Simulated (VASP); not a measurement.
Input:

```
Al3Sc
1.0
    3.97850     0.00000     0.00000
    0.00000     3.97850     0.00000
    0.00000     0.00000     3.97850
Sc Al
1 3
Cartesian
  0.00000   0.00000   0.00000
  0.00000   1.98925   1.98925
  1.98925   0.00000   1.98925
  1.98925   1.98925   0.00000
```

All values below come from PBE GGA, VASP's PBE PAW potentials (set 64) (plane waves; VASP 6.6.1). Settings: 500 eV cut-off, 8×8×8 Γ-centred mesh, first-order Methfessel-Paxton smearing of 0.10 eV, potentials Sc_sv Al.

Energy and stress use the plane-wave basis of the starting cell.

Task: The ions, cell shape and volume at an external pressure of 20.0 GPa are relaxed. Which structure does the run end with?

Result: 
```
Al3Sc
1.0
    3.88804     0.00000     0.00000
    0.00000     3.88804     0.00000
    0.00000     0.00000     3.88804
Sc Al
1 3
Direct
  0.00000   0.00000   0.00000
  0.00000   0.50000   0.50000
  0.50000   0.00000   0.50000
  0.50000   0.50000   0.00000
```
Space group Pm-3m (221), at a tolerance of 0.03 Å.

Task: How do energy and volume change from the first to the last step?

Result: The energy (σ→0) changes by +96.0 meV/atom and the volume by -6.7 %, in 3 ionic steps.

The compound is Al3Sc in the L1_2 structure. This run relaxes it under an external pressure of 20 GPa. Symmetry was kept, so distortions that lower it aren't found.
